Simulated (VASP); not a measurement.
# Al15CoN16 (a cell with a defect) in VASP: a series of runs

The runs below take Al15CoN16 (a cell with a defect) through single point, with PBEsol+U.

Program: VASP 6.6.1. These are calculated values, not measurements. Logs are shortened: lines on timing, memory, paths and dates and some standing lists are left out, and cuts for length are marked.

**1. The structure**

The cell holds a defect, 32 atoms: a = 6.220 Å, b = 6.220 Å, c = 9.960 Å, α = 90.00°, β = 90.00°, γ = 120.00°.

**2. Single point, PBEsol+U, collinear spin, ferromagnetic start**

File INCAR:

```
SYSTEM = Al15CoN16
  PREC = Accurate
  ENCUT = 450
  EDIFF = 1E-5
  ISMEAR = 0
  SIGMA = 0.03
  LREAL = Auto
  LASPH = .TRUE.
  NELM = 120
  ALGO = Normal
  ISIF = 2
  LWAVE = .FALSE.
  LCHARG = .FALSE.
  ISPIN = 2
  MAGMOM = 4 0 0 0 0 0 0 0 0 0 0 0 0 0 0 0 0 0 0 0 0 0 0 0 0 0 0 0 0 0 0 0
  LORBIT = 11
  LMAXMIX = 4
  LDAU = .TRUE.
  LDAUTYPE = 2
  LDAUL = 2 -1 -1
  LDAUU = 4 0 0
  LDAUJ = 0 0 0
  LDAUPRINT = 1
  GGA = PS
  KPAR = 4
```

File KPOINTS:

```
Automatic mesh
0
G
  3 3 2
  0 0 0
```

File POSCAR:

```
Al15CoN16
1.0
    6.2200008610      0.0000000000      0.0000000000
   -3.1100004305      5.3866787572      0.0000000000
    0.0000000000      0.0000000000      9.9600000000
Co Al N
1 15 16
Direct
    0.3333333333      0.1666666667      0.0000000000
    0.3333333333      0.1666666667      0.5000000000
    0.3333333333      0.6666666667      0.0000000000
    0.3333333333      0.6666666667      0.5000000000
    0.8333333333      0.1666666667      0.0000000000
    0.8333333333      0.1666666667      0.5000000000
    0.8333333333      0.6666666667      0.0000000000
    0.8333333333      0.6666666667      0.5000000000
    0.1666666667      0.3333333333      0.2500000000
    0.1666666667      0.3333333333      0.7500000000
    0.1666666667      0.8333333333      0.2500000000
    0.1666666667      0.8333333333      0.7500000000
    0.6666666667      0.3333333333      0.2500000000
    0.6666666667      0.3333333333      0.7500000000
    0.6666666667      0.8333333333      0.2500000000
    0.6666666667      0.8333333333      0.7500000000
    0.3333333333      0.1666666667      0.1910000000
    0.3333333333      0.1666666667      0.6910000000
    0.3333333333      0.6666666667      0.1910000000
    0.3333333333      0.6666666667      0.6910000000
    0.8333333333      0.1666666667      0.1910000000
    0.8333333333      0.1666666667      0.6910000000
    0.8333333333      0.6666666667      0.1910000000
    0.8333333333      0.6666666667      0.6910000000
    0.1666666667      0.3333333333      0.4410000000
    0.1666666667      0.3333333333      0.9410000000
    0.1666666667      0.8333333333      0.4410000000
    0.1666666667      0.8333333333      0.9410000000
    0.6666666667      0.3333333333      0.4410000000
    0.6666666667      0.3333333333      0.9410000000
    0.6666666667      0.8333333333      0.4410000000
    0.6666666667      0.8333333333      0.9410000000
```

Potentials or basis: VASP PAW PBE potentials, release 64 (Co, Al, N).

On the command line:

```sh
$ cat potpaw_PBE.64/Co/POTCAR potpaw_PBE.64/Al/POTCAR potpaw_PBE.64/N/POTCAR > POTCAR
$ mpirun -np 4 vasp_std > vasp.out
```

OUTCAR:

```text
SYSTEM = Al15CoN16
   PREC = Accurate
   ENCUT = 450
   EDIFF = 1E-5
   ISMEAR = 0
   LREAL = Auto
   LASPH = .TRUE.
   NELM = 120
   ISIF = 2
   ISPIN = 2
   LORBIT = 11
   GGA = PS

 ion  position               nearest neighbor table
   1  0.333  0.167  0.000-  26 1.89  30 1.89  28 1.89  17 1.90   9 3.07  10 3.07  13 3.07  14 3.07
                            11 3.07  12 3.07   5 3.11   5 3.11   7 3.11   3 3.11   3 3.11   7 3.11
   2  0.333  0.167  0.500-  25 1.89  29 1.89  27 1.89  18 1.90   9 3.07  10 3.07  13 3.07  14 3.07
                            11 3.07  12 3.07   6 3.11   6 3.11   8 3.11   4 3.11   4 3.11   8 3.11
   3  0.333  0.667  0.000-  28 1.89  32 1.89  26 1.89  19 1.90  11 3.07  12 3.07  15 3.07  16 3.07
                             9 3.07  10 3.07   7 3.11   7 3.11   1 3.11   1 3.11   5 3.11   5 3.11
   4  0.333  0.667  0.500-  27 1.89  31 1.89  25 1.89  20 1.90  11 3.07  12 3.07  15 3.07  16 3.07
                             9 3.07  10 3.07   8 3.11   8 3.11   2 3.11   2 3.11   6 3.11   6 3.11
   5  0.833  0.167  0.000-  30 1.89  26 1.89  32 1.89  21 1.90  13 3.07  14 3.07   9 3.07  10 3.07
                            15 3.07  16 3.07   1 3.11   1 3.11   7 3.11   7 3.11   3 3.11   3 3.11
   6  0.833  0.167  0.500-  29 1.89  25 1.89  31 1.89  22 1.90  13 3.07  14 3.07   9 3.07  10 3.07
                            15 3.07  16 3.07   2 3.11   2 3.11   8 3.11   8 3.11   4 3.11   4 3.11
   7  0.833  0.667  0.000-  32 1.89  28 1.89  30 1.89  23 1.90  15 3.07  16 3.07  11 3.07  12 3.07
                            13 3.07  14 3.07   3 3.11   3 3.11   5 3.11   5 3.11   1 3.11   1 3.11
   8  0.833  0.667  0.500-  31 1.89  27 1.89  29 1.89  24 1.90  15 3.07  16 3.07  11 3.07  12 3.07
                            13 3.07  14 3.07   4 3.11   4 3.11   6 3.11   6 3.11   2 3.11   2 3.11
   9  0.167  0.333  0.250-  17 1.89  21 1.89  19 1.89  25 1.90   1 3.07   2 3.07   5 3.07   6 3.07
[... 17 lines left out ...]
  19  0.333  0.667  0.191-  11 1.89  15 1.89   9 1.89   3 1.90
  20  0.333  0.667  0.691-  12 1.89  16 1.89  10 1.89   4 1.90
  21  0.833  0.167  0.191-  13 1.89   9 1.89  15 1.89   5 1.90
  22  0.833  0.167  0.691-  14 1.89  10 1.89  16 1.89   6 1.90
[... 8 lines left out ...]
  31  0.667  0.833  0.441-   8 1.89   4 1.89   6 1.89  15 1.90
  32  0.667  0.833  0.941-   7 1.89   3 1.89   5 1.89  16 1.90

  LATTYP: Found a hexagonal cell.
 ALAT       =     6.2200008610
 C/A-ratio  =     1.6012859520

  Lattice vectors:

 A1 = (   6.2200008610,   0.0000000000,   0.0000000000)
 A2 = (  -3.1100004305,   5.3866787572,   0.0000000000)
 A3 = (   0.0000000000,   0.0000000000,   9.9600000000)

Analysis of symmetry for initial positions (statically):
=====================================================================
 Subroutine PRICEL returns:
 Original cell was already a primitive cell.

 Routine SETGRP: Setting up the symmetry group for a
 hexagonal supercell.

 Subroutine GETGRP returns: Found  6 space group operations
 (whereof  2 operations were pure point group operations)
 out of a pool of 24 trial point group operations.

The static configuration has the point symmetry C_1h.
 The point group associated with its full space group is C_3v.

Analysis of symmetry for dynamics (positions and initial velocities):
[... 267 lines left out ...]
      2      -8.2677      1.00000
      3      -8.2238      1.00000
      4      -7.2156      1.00000
      5      -7.2156      1.00000
      6      -7.1440      1.00000
[... 481 lines left out ...]
     78      13.1778      0.00000
     79      13.1860      0.00000
 Fermi energy:         6.8401809840

 spin component 2

 k-point     1 :       0.0000    0.0000    0.0000
  band No.  band energies     occupation
      1      -9.0718      1.00000
      2      -8.2051      1.00000
      3      -8.1305      1.00000
      4      -7.1040      1.00000
      5      -7.1040      1.00000
      6      -7.0577      1.00000
[... 481 lines left out ...]
     78      13.2043      0.00000
     79      13.2151      0.00000
 [bands above 79 left out]

------------------------ aborting loop because EDIFF is reached ----------------------------------------

  FORCE on cell =-STRESS in cart. coord.  units (eV):
  Direction    XX          YY          ZZ          XY          YZ          ZX
  --------------------------------------------------------------------------------------
  -------------------------------------------------------------------------------------
  Total        1.0920553      1.0920553      0.7431088      0.0000000      0.0000000      0.0000000
  in kB        5.2430541      5.2430541      3.5677310      0.0000000      0.0000000      0.0000000
  external PRESSURE =       4.6846131 kB  Pullay stress =       0.0000000 kB

 VOLUME and BASIS-vectors are now :
 -----------------------------------------------------------------------------
  energy-cutoff  :      450.00
  volume of cell :      333.71
      direct lattice vectors                 reciprocal lattice vectors
     6.220000861  0.000000000  0.000000000     0.160771682  0.092821574  0.000000000
    -3.110000430  5.386678757  0.000000000     0.000000000  0.185643148  0.000000000
     0.000000000  0.000000000  9.960000000     0.000000000  0.000000000  0.100401606

 POSITION                                       TOTAL-FORCE (eV/Angst)
 -----------------------------------------------------------------------------------
      1.55500      0.89778      0.00000         0.000000      0.000000      0.004749
      1.55500      0.89778      4.98000         0.000000      0.000000     -0.000774
     -0.00000      3.59112      0.00000         0.089373      0.051600      0.109815
     -0.00000      3.59112      4.98000         0.000769      0.000444     -0.012406
      4.66500      0.89778      0.00000         0.000000     -0.103199      0.109815
      4.66500      0.89778      4.98000         0.000000     -0.000888     -0.012406
[... 24 lines left out ...]
      1.55500      4.48890      4.39236         0.000000      0.000000      0.015872
      1.55500      4.48890      9.37236         0.000000      0.000000     -0.057254
 -----------------------------------------------------------------------------------
    total drift:                               -0.000002      0.000003      0.028892

  FREE ENERGIE OF THE ION-ELECTRON SYSTEM (eV)
  ---------------------------------------------------
  free  energy   TOTEN  =      -246.5320219597 eV

  energy  without entropy=     -246.5295777965  energy(sigma->0) =     -246.53079988

 total charge

# of ion       s       p       d       tot
------------------------------------------
    1        0.495   0.682   7.143   8.320
    2        0.369   0.443   0.000   0.813
    3        0.370   0.441   0.000   0.811
    4        0.369   0.443   0.000   0.812
    5        0.370   0.441   0.000   0.811
    6        0.369   0.443   0.000   0.812
[... 24 lines left out ...]
   31        1.223   2.614   0.000   3.837
   32        1.223   2.613   0.000   3.836
--------------------------------------------------
tot         25.645  48.965   7.143  81.752

 magnetization (x)

# of ion       s       p       d       tot
------------------------------------------
    1        0.011   0.104   2.758   2.873
    2        0.000   0.000   0.000   0.000
    3        0.002   0.006   0.000   0.008
    4        0.000   0.001   0.000   0.001
    5        0.002   0.006   0.000   0.008
    6        0.000   0.001   0.000   0.001
[... 24 lines left out ...]
   31        0.000   0.002   0.000   0.002
   32       -0.000   0.007   0.000   0.007
--------------------------------------------------
tot          0.062   0.767   2.758   3.587
```

stdout:

```text
POSCAR found type information on POSCAR CoAlN
 POSCAR found :  3 types and      32 ions
 scaLAPACK will be used
 -----------------------------------------------------------------------------
|                                                                             |
|                                                                             |
|     You enforced a specific xc type in the INCAR file but a different       |
|     I HOPE YOU KNOW WHAT YOU ARE DOING!                                     |
|                                                                             |
 -----------------------------------------------------------------------------

 LDA part: xc-table for (Slater+PW92), standard interpolation
 POSCAR, INCAR and KPOINTS ok, starting setup
 FFT: planning ... GRIDC
 FFT: planning ... GRID_SOFT
 FFT: planning ... GRID
 WAVECAR not read
 entering main loop
```

It took 3.4 min on 4 MPI ranks of Intel Xeon Platinum 8488C (Sapphire Rapids), shared host; peak memory 0.62 GiB.

Results:

```yaml
Free_energy: -246.5320 eV
Largest_force: 0.738 eV/Å
Band_gap_on_the_k_mesh: none (metal or under the smearing width)
Net_moment: 4.00 μB per cell
Site_moments: Co +2.87; Al +0.00, +0.01; N +0.14, +0.01, +0.15, +0.00 μB
Valence_electrons_inside_the_program's_atomic_spheres: Co 8.32; Al 0.81; N 3.80, 3.84, 3.81
```

Forces in eV/Å, atoms in the order of the input:
```
Co   0.000  0.000  0.005
Al   0.000  0.000 -0.001
Al   0.089  0.052  0.110
Al   0.001  0.000 -0.012
Al   0.000 -0.103  0.110
Al   0.000 -0.001 -0.012
Al  -0.089  0.052  0.110
Al  -0.001  0.000 -0.012
Al  -0.029  0.017 -0.065
Al   0.082 -0.048  0.017
Al   0.000 -0.033 -0.065
Al   0.000  0.095  0.017
Al   0.029  0.017 -0.065
Al  -0.082 -0.048  0.017
Al   0.000  0.000 -0.013
Al   0.000  0.000  0.032
N    0.000  0.000  0.738
N    0.000  0.000 -0.098
N    0.002  0.001 -0.007
N    0.012  0.007 -0.002
N    0.000 -0.002 -0.007
N    0.000 -0.014 -0.002
N   -0.002  0.001 -0.007
N   -0.012  0.007 -0.002
N   -0.017  0.010  0.010
N   -0.580  0.335 -0.257
N    0.000 -0.020  0.010
N    0.000 -0.670 -0.257
N    0.017  0.010  0.010
N    0.580  0.335 -0.257
N    0.000  0.000  0.016
N    0.000  0.000 -0.057
```

Eigenvalues of the final occupation matrices:
| site | spin | trace | eigenvalues |
| --- | --- | --- | --- |
| site 1 d | 1 | 4.97 | 0.98 0.98 1.00 1.00 1.01 |
| site 1 d | 2 | 2.21 | 0.31 0.31 0.31 0.63 0.63 |

Caveat: the k mesh is coarse (spacing up to 0.39 Å⁻¹), so the values aren't converged; the cutoff is under 1.25 times the usual one of these potentials, so pressure, stress and relaxed cells hold a basis-set (Pulay) error; the PAW data sets were made with another functional, which shifts forces and pressure a little. The state reached can hang on the start; a lower one may exist.

**3. Single point, PBEsol+U, collinear spin, ferromagnetic start**

Changes to INCAR since step 2:

```diff
@@ -14,3 +14,3 @@
   ISPIN = 2
-  MAGMOM = 4 0 0 0 0 0 0 0 0 0 0 0 0 0 0 0 0 0 0 0 0 0 0 0 0 0 0 0 0 0 0 0
+  MAGMOM = 0.4 0 0 0 0 0 0 0 0 0 0 0 0 0 0 0 0 0 0 0 0 0 0 0 0 0 0 0 0 0 0 0
   LORBIT = 11
```

KPOINTS is that of step 2.

POSCAR is that of step 2.

Potentials or basis: VASP PAW PBE potentials, release 64 (Co, Al, N).

On the command line:

```sh
$ cat potpaw_PBE.64/Co/POTCAR potpaw_PBE.64/Al/POTCAR potpaw_PBE.64/N/POTCAR > POTCAR
$ mpirun -np 4 vasp_std > vasp.out
```

Run time: 4.5 min. Hardware: 4 MPI ranks of Intel Xeon Platinum 8488C (Sapphire Rapids), shared host; peak memory 0.62 GiB.

Results (log left out):

| Property | Result |
| --- | --- |
| Free energy | -246.7092 eV |
| Largest force | 0.950 eV/Å |
| Band gap on the k mesh | none (metal or under the smearing width) |
| Net moment | 2.00 μB per cell |
| Site moments | Co +2.06; Al +0.00; N +0.01, +0.00, -0.00, -0.07 μB |
| Valence electrons inside the program's atomic spheres | Co 8.41; Al 0.81; N 3.80, 3.84, 3.79 |

Forces on the atoms (eV/Å):
```
Co   0.000  0.000  0.199
Al   0.000  0.000 -0.076
Al   0.295  0.170  0.333
Al   0.003  0.002 -0.046
Al   0.000 -0.341  0.333
Al   0.000 -0.004 -0.046
Al  -0.295  0.170  0.333
Al  -0.003  0.002 -0.046
Al   0.057 -0.033 -0.121
Al   0.086 -0.050 -0.104
Al   0.000  0.065 -0.121
Al   0.000  0.099 -0.104
Al  -0.057 -0.033 -0.121
Al  -0.086 -0.050 -0.104
Al   0.000  0.000 -0.024
Al   0.000  0.000  0.015
N    0.000  0.000  0.950
N    0.000  0.000 -0.035
N   -0.018 -0.010 -0.019
N    0.017  0.010  0.013
N    0.000  0.021 -0.019
N    0.000 -0.020  0.013
N    0.018 -0.010 -0.019
N   -0.017  0.010  0.013
N   -0.021  0.012  0.062
N   -0.681  0.393 -0.443
N    0.000 -0.025  0.062
N    0.000 -0.786 -0.443
N    0.021  0.012  0.062
N    0.681  0.393 -0.443
N    0.000  0.000  0.033
N    0.000  0.000 -0.085
```

Levels at points of the mesh, in eV from the Fermi level:
Spin up:
```tsv
k point	band 66	band 67	band 68	band 69	band 70	band 71
(0.00, 0.00, 0.00)	-1.00	-0.08	0.28	0.28	3.41	4.44
(0.00, 0.00, 0.50)	-0.94	-0.41	0.26	0.26	4.18	4.18
```
Spin down:
```csv
k point,band 64,band 65,band 66,band 67,band 68,band 69
"(0.00, 0.00, 0.00)",-0.93,-0.57,-0.57,2.53,2.60,2.60
"(0.00, 0.00, 0.50)",-1.12,-0.54,-0.54,2.40,2.56,2.56
```

Eigenvalues of the final occupation matrices:
| site | spin | trace | eigenvalues |
| --- | --- | --- | --- |
| site 1 d | 1 | 4.67 | 0.88 0.88 0.97 0.97 0.97 |
| site 1 d | 2 | 2.66 | 0.24 0.24 0.26 0.97 0.97 |

Caveat: the k mesh is coarse (spacing up to 0.39 Å⁻¹), so the values aren't converged; the cutoff is under 1.25 times the usual one of these potentials, so pressure, stress and relaxed cells hold a basis-set (Pulay) error; the PAW data sets were made with another functional, which shifts forces and pressure a little. The state reached can hang on the start; a lower one may exist.

[end of part 1 of 2]
